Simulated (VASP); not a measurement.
Output of a VASP run:

**OSZICAR**
```
       N       E                     dE             d eps       ncg     rms          rms(c)
DAV:   1     0.174668165727E+01    0.17467E+01   -0.70277E+02  1210   0.417E+02
DAV:   2    -0.833809334118E+00   -0.25805E+01   -0.24984E+01  1660   0.609E+01
DAV:   3    -0.973301995909E+00   -0.13949E+00   -0.13931E+00  1550   0.994E+00
DAV:   4    -0.975620986615E+00   -0.23190E-02   -0.23172E-02  1590   0.133E+00
DAV:   5    -0.975637907855E+00   -0.16921E-04   -0.16921E-04  1555   0.112E-01    0.161E-01
DAV:   6    -0.976704812890E+00   -0.10669E-02   -0.55403E-04  1355   0.214E-01    0.101E-01
DAV:   7    -0.977897185155E+00   -0.11924E-02   -0.21125E-03  1300   0.433E-01    0.181E-02
DAV:   8    -0.977942182198E+00   -0.44997E-04   -0.17802E-04  1705   0.133E-01    0.657E-03
DAV:   9    -0.977942446180E+00   -0.26398E-06   -0.49044E-06  1630   0.193E-02    0.175E-03
DAV:  10    -0.977942124729E+00    0.32145E-06   -0.37679E-07  1520   0.604E-03    0.649E-04
DAV:  11    -0.977942423569E+00   -0.29884E-06   -0.33920E-07  1295   0.374E-03    0.869E-05
DAV:  12    -0.977942368160E+00    0.55409E-07   -0.81496E-09   620   0.964E-04
   1 F= -.97794237E+00 E0= -.97791486E+00  d E =-.825156E-04
```

**OUTCAR**
```
------------------------ aborting loop because EDIFF is reached ----------------------------------------
  FORCE on cell =-STRESS in cart. coord.  units (eV):
  Direction    XX          YY          ZZ          XY          YZ          ZX
  --------------------------------------------------------------------------------------
  Total       -0.0016622     -0.0016622     -0.0016622      0.0000000      0.0000000      0.0000000
  in kB       -0.1331830     -0.1331830     -0.1331830      0.0000000      0.0000000      0.0000000
  external PRESSURE =      -0.1331830 kB  Pullay stress =       0.0000000 kB
  volume of cell :       20.00
      direct lattice vectors                 reciprocal lattice vectors
    -1.709873479  1.709873479  1.709873479     0.000000000  0.292419297  0.292419297
     1.709873479 -1.709873479  1.709873479     0.292419297  0.000000000  0.292419297
     1.709873479  1.709873479 -1.709873479     0.292419297  0.292419297  0.000000000
 POSITION                                       TOTAL-FORCE (eV/Angst)
 -----------------------------------------------------------------------------------
      0.00000      0.00000      0.00000        -0.000000      0.000000      0.000000
 -----------------------------------------------------------------------------------
    total drift:                               -0.000000     -0.000000      0.000000
  FREE ENERGIE OF THE ION-ELECTRON SYSTEM (eV)
  ---------------------------------------------------
  free  energy   TOTEN  =        -0.9779423682 eV

  energy  without entropy=       -0.9778598526  energy(sigma->0) =       -0.97791486
```
(Selected blocks of OUTCAR.)

POSCAR:
```
Li
1
   -1.7098734793     1.7098734793     1.7098734793
    1.7098734793    -1.7098734793     1.7098734793
    1.7098734793     1.7098734793    -1.7098734793
Li
1
Direct
  0.0000000000   0.0000000000   0.0000000000
```

### Question
Write an INCAR and KPOINTS that could have produced this output.

### Answer
Several could match; the one computed here: the input of the run itself, optB88-vdW, plane waves, VASP's PBE PAW potentials (set 64).

### INCAR
```
SYSTEM=Li
PREC=Accurate; ENCUT=520; LREAL=F
LASPH=T
EDIFF=1E-7; NELM=100; ALGO=Normal
ISMEAR=1; SIGMA=0.1
GGA=BO; LUSE_VDW=T; AGGAC=0.0
PARAM1=0.1833333333; PARAM2=0.22
ISIF=2
LWAVE=F; LCHARG=F
```

### KPOINTS
```
Regular mesh
0
G
 15 15 15
0 0 0
```

POTCAR, in this order: Li_sv (PBE.64 set). Program: vasp_std.

The compound is Li in the bcc structure. It was relaxed first, which changed the volume by -6 %.
